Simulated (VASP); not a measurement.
A convergence study with VASP on CuAu (space group no. 123 when undisturbed): one setting is varied, all else stays as given below, so the limit is that of these other settings. One atom is moved off its site, so that forces are finite.

```yaml
crystal:
  lattice:
    - [2.81400, 0.00000, 0.00000]
    - [0.00000, 2.81400, 0.00000]
    - [0.00000, 0.00000, 3.68835]
  atoms:
    - { symbol: Cu, position: [0.00000, 0.00000, 0.01356] }
    - { symbol: Au, position: [0.50000, 0.50000, 0.50000] }
```

Calculation: PBEsol GGA, VASP's PBE PAW potentials (set 64) (plane waves; VASP). The tightest run used: 300 eV cut-off, 18×18×14 Γ-centred mesh, Fermi-Dirac smearing of 0.10 eV, potentials Cu Au.

```json
[
 {"setting": "2×2×2 mesh", "E (eV/atom)": "-3.1579", "pressure (GPa)": "2.91", "largest force (eV/Å)": "0.345", "irreducible k-points": "6"},
 {"setting": "3×3×2 mesh", "E (eV/atom)": "-4.3754", "pressure (GPa)": "-7.66", "largest force (eV/Å)": "0.301", "irreducible k-points": "6"},
 {"setting": "3×3×3 mesh", "E (eV/atom)": "-4.3100", "pressure (GPa)": "-5.31", "largest force (eV/Å)": "0.321", "irreducible k-points": "6"},
 {"setting": "4×4×3 mesh", "E (eV/atom)": "-4.0746", "pressure (GPa)": "-4.68", "largest force (eV/Å)": "0.318", "irreducible k-points": "12"},
 {"setting": "5×5×4 mesh", "E (eV/atom)": "-4.2234", "pressure (GPa)": "-5.90", "largest force (eV/Å)": "0.305", "irreducible k-points": "18"},
 {"setting": "6×6×4 mesh", "E (eV/atom)": "-4.1511", "pressure (GPa)": "-5.05", "largest force (eV/Å)": "0.307", "irreducible k-points": "30"},
 {"setting": "6×6×5 mesh", "E (eV/atom)": "-4.1537", "pressure (GPa)": "-5.25", "largest force (eV/Å)": "0.311", "irreducible k-points": "30"},
 {"setting": "7×7×5 mesh", "E (eV/atom)": "-4.1891", "pressure (GPa)": "-5.62", "largest force (eV/Å)": "0.312", "irreducible k-points": "30"},
 {"setting": "7×7×6 mesh", "E (eV/atom)": "-4.1893", "pressure (GPa)": "-5.42", "largest force (eV/Å)": "0.307", "irreducible k-points": "40"}
]
```

**Question.** These are the cheaper rows. Estimate the results at 18×18×14 mesh, and how far the last row shown lies from them.

**Answer.** 
```json
[
 {"quantity": "E (eV/atom)", "tightest run": "-4.1738", "last row shown is off by": "-0.0156"},
 {"quantity": "pressure (GPa)", "tightest run": "-5.36", "last row shown is off by": "-0.06"},
 {"quantity": "largest force (eV/Å)", "tightest run": "0.313", "last row shown is off by": "-0.006"}
]
```

Left out are rungs that failed or repeat a setting and relaxations that didn't move; long series are thinned to 24 rows.

The structure is a typed CuAu crystal (space group no. 123). The cell was not relaxed at this level, it is distorted from the ideal structure.
